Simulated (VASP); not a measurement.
# KBe18 in VASP: a series of runs

The runs below take KBe18 through single point, relaxation of the atoms, with LDA.

Everything below comes from runs of VASP 6.6.1. Logs are shortened: lines on timing, memory, paths and dates and some standing lists are left out, and cuts for length are marked.

## Step 1: The structure

The cell holds a slab with vacuum, 19 atoms: a = 4.580 Å, b = 6.870 Å, c = 15.588 Å, α = 90.00°, β = 90.00°, γ = 60.00°.

The cell was built by a generator and needn't be a form met in nature.

## Step 2: Single point, LDA

The input, INCAR:

```
SYSTEM = KBe18
ALGO = Fast
EDIFF = 1E-6
ENCUT = 520
GGA = CA
ISIF = 2
ISMEAR = -1
LASPH = .TRUE.
LCHARG = .FALSE.
LREAL = Auto
LWAVE = .FALSE.
NBANDS = 38
NELM = 100
PREC = Accurate
SIGMA = 0.05
```

The input, KPOINTS:

```
k-points
0
G
  4 3 1
  0 0 0
```

The input, POSCAR:

```
KBe18
1.0
    4.5800000000      0.0000000000      0.0000000000
    3.4350000000      5.9495950000      0.0000000000
    0.0000000000      0.0000000000     15.5884300000
Be K
18 1
Direct
    0.0000000000      0.0000000000      0.0641501000
    0.5000000000      0.0000000000      0.0641501000
    0.0000000000      0.3333333000      0.0641501000
    0.5000000000      0.3333333000      0.0641501000
    0.0000000000      0.6666667000      0.0641501000
    0.5000000000      0.6666667000      0.0641501000
   -0.1670459877      0.2237291109      0.1802096760
    0.3298950845      0.2260180895      0.1798268497
   -0.1700914566      0.5562212137      0.1780760307
    0.3347427066      0.5573793633      0.1781788111
   -0.1713511545      0.8952324556      0.1783188138
    0.3326505229      0.8903303532      0.1796825752
   -0.0008258732     -0.0011809834      0.2949222820
    0.4987780131      0.0010994801      0.2949771660
   -0.0024509046      0.3358196592      0.2950995855
    0.4978431677      0.3344257433      0.2952999936
   -0.0021291622      0.6676051021      0.2863148582
    0.4990075359      0.6665428758      0.2944953328
   -0.0084797338      0.6689562866      0.4633282968
```

Potentials or basis: VASP PAW LDA potentials, release 64 (Be, K_sv).

The run is started by

```bash
$ cat potpaw_LDA.64/Be/POTCAR potpaw_LDA.64/K_sv/POTCAR > POTCAR
$ mpirun -np 1 vasp_std > vasp.out
```

OUTCAR:

```text
SYSTEM = KBe18
   EDIFF = 1E-6
   ENCUT = 520
   GGA = CA
   ISIF = 2
   ISMEAR = -1
   LASPH = .TRUE.
   LREAL = Auto
   NELM = 100
   PREC = Accurate

 ion  position               nearest neighbor table
   1  0.000  0.000  0.064-  11 2.21  12 2.23   7 2.25   5 2.29   3 2.29   2 2.29   2 2.29   6 2.29
                             4 2.29
   2  0.500  0.000  0.064-  11 2.21  12 2.23   8 2.25   6 2.29   4 2.29   1 2.29   1 2.29   5 2.29
                             3 2.29
   3  0.000  0.333  0.064-   9 2.22   8 2.23   7 2.24   1 2.29   4 2.29   4 2.29   2 2.29   6 2.29
                             5 2.29
   4  0.500  0.333  0.064-  10 2.22   8 2.23   7 2.24   2 2.29   3 2.29   3 2.29   1 2.29   5 2.29
                             6 2.29
   5  0.000  0.667  0.064-  10 2.22   9 2.22  11 2.24   1 2.29   6 2.29   6 2.29   2 2.29   4 2.29
                             3 2.29
   6  0.500  0.667  0.064-  10 2.21   9 2.21  12 2.24   2 2.29   5 2.29   5 2.29   1 2.29   3 2.29
                             4 2.29
   7  0.833  0.224  0.180-  15 2.22  16 2.23  13 2.23   3 2.24   4 2.24   1 2.25  11 2.27   9 2.28
                             8 2.28  10 2.29  12 2.29   8 2.30
   8  0.330  0.226  0.180-  16 2.23   3 2.23  15 2.23   4 2.23  14 2.24   2 2.25  11 2.28   9 2.28
                             7 2.28  10 2.29   7 2.30  12 2.30
   9  0.830  0.556  0.178-  17 2.15   6 2.21   3 2.22   5 2.22  18 2.24  15 2.25  10 2.26   7 2.28
[... 4 lines left out ...]
                            12 2.29  12 2.29  10 2.32   9 2.33
  12  0.333  0.890  0.180-  14 2.23  18 2.23   2 2.23  13 2.23   1 2.23   6 2.24  10 2.28   9 2.29
                            11 2.29   7 2.29  11 2.29   8 2.30
  13  0.999  0.999  0.295-  11 2.23  12 2.23   7 2.23  17 2.28  14 2.28  18 2.29  14 2.30  16 2.30
                            15 2.31
  14  0.499  0.001  0.295-  12 2.23   8 2.24  11 2.24  13 2.28  16 2.29  17 2.29  13 2.30  15 2.30
                            18 2.30
  15  0.998  0.336  0.295-   7 2.22   8 2.23   9 2.25  18 2.28  17 2.28  16 2.29  16 2.29  14 2.30
                            13 2.31
  16  0.498  0.334  0.295-   8 2.23   7 2.23  10 2.26  18 2.28  15 2.29  14 2.29  15 2.29  17 2.29
                            13 2.30
  17  0.998  0.668  0.286-   9 2.15  10 2.15  11 2.16  13 2.28  15 2.28  18 2.29  14 2.29  16 2.29
                            18 2.30  19 2.76
  18  0.499  0.667  0.294-  12 2.23  10 2.23   9 2.24  15 2.28  16 2.28  13 2.29  17 2.29  17 2.30
                            14 2.30
  19  0.992  0.669  0.463-  17 2.76

  LATTYP: Found a simple monoclinic cell.
 ALAT       =     4.5800000000
 B/A-ratio  =     3.4035873362
 C/A-ratio  =     1.3228757576
 COS(beta)  =    -0.1889822219

  Lattice vectors:

 A1 = (   4.5800000000,   0.0000000000,   0.0000000000)
 A2 = (   0.0000000000,   0.0000000000, -15.5884300000)
 A3 = (  -1.1450000000,   5.9495950000,   0.0000000000)

Analysis of symmetry for initial positions (statically):
=====================================================================
 Subroutine PRICEL returns:
 Original cell was already a primitive cell.

 Routine SETGRP: Setting up the symmetry group for a
 simple monoclinic supercell.

 Subroutine GETGRP returns: Found  1 space group operations
 (whereof  1 operations were pure point group operations)
 out of a pool of  4 trial point group operations.

The static configuration has the point symmetry C_1 .

Analysis of symmetry for dynamics (positions and initial velocities):
=====================================================================
 Subroutine PRICEL returns:
 Original cell was already a primitive cell.

 Routine SETGRP: Setting up the symmetry group for a
 simple monoclinic supercell.

 Subroutine GETGRP returns: Found  1 space group operations
 (whereof  1 operations were pure point group operations)
 out of a pool of  4 trial point group operations.

The dynamic configuration has the point symmetry C_1 .

 Subroutine INISYM returns: Found  1 space group operations
 (whereof  1 operations are pure point group operations),
 and found     1 'primitive' translations

----------------------------------------------------------------------------------------

                                     Primitive cell

  volume of cell :     424.7714

  direct lattice vectors                    reciprocal lattice vectors
     4.580000000  0.000000000  0.000000000     0.218340611 -0.126059001  0.000000000
     3.435000000  5.949595000  0.000000000     0.000000000  0.168078668  0.000000000
     0.000000000  0.000000000 15.588430000     0.000000000  0.000000000  0.064150142

  length of vectors
     4.580000000  6.870000412 15.588430000     0.252118016  0.168078668  0.064150142

  position of ions in fractional coordinates (direct lattice)
     0.000000000  0.000000000  0.064150100
[... 53 lines left out ...]
     0.000000000  0.056026223  0.000000000     0.000000000  0.333333333  0.000000000
     0.000000000  0.000000000  0.064150142     0.000000000  0.000000000  1.000000000

  Length of vectors
     0.063029504  0.056026223  0.064150142

  Shift w.r.t. Gamma in fractional coordinates (k-lattice)
     0.000000000  0.000000000  0.000000000

 Subroutine IBZKPT returns following result:
 ===========================================

 Found      7 irreducible k-points:

 Following reciprocal coordinates:
            Coordinates               Weight
  0.000000  0.000000  0.000000      1.000000
  0.250000  0.000000  0.000000      2.000000
  0.500000  0.000000  0.000000      1.000000
  0.000000  0.333333  0.000000      2.000000
  0.250000  0.333333  0.000000      2.000000
  0.500000  0.333333  0.000000      2.000000
 -0.250000  0.333333  0.000000      2.000000
   k-points           NKPTS =      7   k-points in BZ     NKDIM =      7   number of bands    NBANDS=     38
   number of dos      NEDOS =    301   number of ions     NIONS =     19
   total plane-waves  NPLWV = 233280
   dimension x,y,z NGX =    36 NGY =   54 NGZ =  120
   dimension x,y,z NGXF=    72 NGYF=  108 NGZF=  240
   ions per type =              18   1
   NGX,Y,Z   is equivalent  to a cutoff of  13.07, 13.07, 12.80 a.u.
   NGXF,Y,Z  is equivalent  to a cutoff of  26.13, 26.13, 25.60 a.u.
 SYSTEM =  KBe18
   PREC   = accura    normal or accurate (medium, high low for compatibility)
   ISTART =      0    job   : 0-new  1-cont  2-samecut
   ICHARG =      2    charge: 1-file 2-atom 10-const
   ISPIN  =      1    spin polarized calculation?
   LNONCOLLINEAR =      F non collinear calculations
   LSORBIT =      F    spin-orbit coupling
   LASPH  =      T    aspherical Exc in radial PAW
   ENCUT  =  520.0 eV  38.22 Ry    6.18 a.u.   8.52 12.77 28.98*2*pi/ulx,y,z
   NELM   =    100;   NELMIN=  2; NELMDL= -5     # of ELM steps
   EDIFF  = 0.1E-05   stopping-criterion for ELM
   LREAL  =      T    real-space projection
   EDIFFG = 0.1E-04   stopping-criterion for IOM
   NSW    =      0    number of steps for IOM
   IBRION =     -1    ionic relax: 0-MD 1-quasi-New 2-CG
   NFREE  =      0    steps in history (QN), initial steepest desc. (CG)
   ISIF   =      2    stress and relaxation
   ISYM   =      2    0-nonsym 1-usesym 2-fastsym
   POTIM  = 0.5000    time-step for ionic-motion
   TEBEG  =    0.0;   TEEND  =   0.0 temperature during run
   PSTRESS=    0.0 pullay stress
   NELECT =      45.0000    total number of electrons
   NUPDOWN=      -1.0000    fix difference up-down
   EMIN   =  10.00;   EMAX   =-10.00  energy-range for DOS
   EFERMI =   0.00;   METHOD = LEGACY
   ISMEAR =    -1;   SIGMA  =   0.05  broadening in eV -4-tet -1-fermi 0-gaus
   EFERMI_NEDOS =   21; number of points for ismear=-14 and -15
   IALGO  =     68    algorithm
   IMIX   =      4    mixing-type and parameters
     AMIX     =   0.40;   BMIX     =  1.00
     AMIX_MAG =   1.60;   BMIX_MAG =  1.00
  volume/ion in A,a.u.               =      22.36       150.87
  Fermi-wavevector in a.u.,A,eV,Ry     =   0.774629  1.463837  8.164183  0.600051
  Thomas-Fermi vector in A             =   1.876726
   LORBIT       =      0    0 simple, 1 ext, 2 COOP (PROOUT), +10 PAW based schemes
   GGA     = CA    functional components
   LHFCALC =     F    Hartree Fock is set to
   AEXX    =    0.0000 exact exchange contribution
   IVDW    =     0    specifies the selected vdW correction
   LEPSILON=     F    determine dielectric tensor
   LRPA    =     F    only Hartree local field effects (RPA)
 non-spin polarized calculation
 RMM-DIIS sequential band-by-band and
  energy-cutoff  :      520.00
  volume of cell :      424.77
 maximum number of plane-waves:     11487
 NGX is ok and might be reduce to    36
   NGX = 17   NGY = 25   NGZ = 57

 number of electron      45.0000000 magnetization

 Free energy of the ion-electron system (eV)
  ---------------------------------------------------
  ext. energy  EPLUGINS =         0.00000000
  ---------------------------------------------------
  free energy    TOTEN  =       -71.02255809 eV

  energy without entropy =      -70.97478592  energy(sigma->0) =      -70.99867200

 E-fermi :   0.2558     XC(G=0):  -5.6042

 val. band max:        0.2324050199   @ k =   0.2500   0.0000   0.0000
 cond. band min:       0.2770470894   @ k =   0.5000   0.0000   0.0000
 fundamental gap:      0.0446420695
 Fermi energy:         0.2558065681

 k-point     1 :       0.0000    0.0000    0.0000
  band No.  band energies     occupation
      1     -31.3851      2.00000
      2     -15.1488      2.00000
      3     -15.1005      2.00000
      4     -15.0960      2.00000
      5      -9.2189      2.00000
      6      -7.0249      2.00000
[... 248 lines left out ...]
     33       4.2712      0.00000
     34       4.7237      0.00000
 [bands above 34 left out]

------------------------ aborting loop because EDIFF is reached ----------------------------------------

  FORCE on cell =-STRESS in cart. coord.  units (eV):
  Direction    XX          YY          ZZ          XY          YZ          ZX
  --------------------------------------------------------------------------------------
  -------------------------------------------------------------------------------------
  Total      -15.5077159    -18.3744683     -0.3067311      1.2550557     -0.0537784      0.0154275
  in kB      -58.4929007    -69.3058836     -1.1569462      4.7338919     -0.2028445      0.0581904
  external PRESSURE =     -42.9852435 kB  Pullay stress =       0.0000000 kB

 VOLUME and BASIS-vectors are now :
 -----------------------------------------------------------------------------
  energy-cutoff  :      520.00
  volume of cell :      424.77
      direct lattice vectors                 reciprocal lattice vectors
     4.580000000  0.000000000  0.000000000     0.218340611 -0.126059001  0.000000000
     3.435000000  5.949595000  0.000000000     0.000000000  0.168078668  0.000000000
     0.000000000  0.000000000 15.588430000     0.000000000  0.000000000  0.064150142

 POSITION                                       TOTAL-FORCE (eV/Angst)
 -----------------------------------------------------------------------------------
      0.00000      0.00000      1.00000         0.030083      0.030276      0.001360
      2.29000      0.00000      1.00000        -0.042072      0.053510     -0.003999
      1.14500      1.98320      1.00000        -0.014716     -0.021057      0.002942
      3.43500      1.98320      1.00000        -0.000218     -0.033067      0.021196
      2.29000      3.96640      1.00000        -0.019530      0.020496     -0.036698
      4.58000      3.96640      1.00000         0.003930      0.038130     -0.030474
[... 11 lines left out ...]
      4.57503      3.96566      4.59072         0.003732      0.008273      0.017848
      6.83903      3.98002      7.22256        -0.000452      0.001370      0.012437
 -----------------------------------------------------------------------------------
    total drift:                               -0.002068      0.002592     -0.001704

  FREE ENERGIE OF THE ION-ELECTRON SYSTEM (eV)
  ---------------------------------------------------
  free  energy   TOTEN  =       -71.0225580854 eV

  energy  without entropy=      -70.9747859167  energy(sigma->0) =      -70.99867200
```

It took 3.4 min on 1 thread of Intel Xeon 6975P-C (Granite Rapids), shared host; peak memory 0.4 GiB.

What came out:

```
Free energy            : -71.0226 eV
Largest force          : 0.068 eV/Å
Band gap on the k mesh : none (metal or under the smearing width)
```

Forces on the atoms (eV/Å):
```
Be   0.030  0.030  0.001
Be  -0.042  0.054 -0.004
Be  -0.015 -0.021  0.003
Be   0.000 -0.033  0.021
Be  -0.020  0.020 -0.037
Be   0.004  0.038 -0.030
Be   0.023 -0.020 -0.005
Be   0.004 -0.029  0.001
Be  -0.003 -0.027 -0.010
Be   0.026 -0.017 -0.004
Be   0.023 -0.029 -0.013
Be   0.006 -0.025  0.010
Be  -0.003  0.016  0.014
Be  -0.010  0.009  0.009
Be  -0.004  0.006  0.012
Be  -0.010  0.010  0.012
Be  -0.013  0.008 -0.011
Be   0.004  0.008  0.018
K    0.000  0.001  0.012
```

Caveat: the k mesh is coarse (spacing up to 0.40 Å⁻¹), so the values aren't converged.

(Part 1 of 3 ends here.)
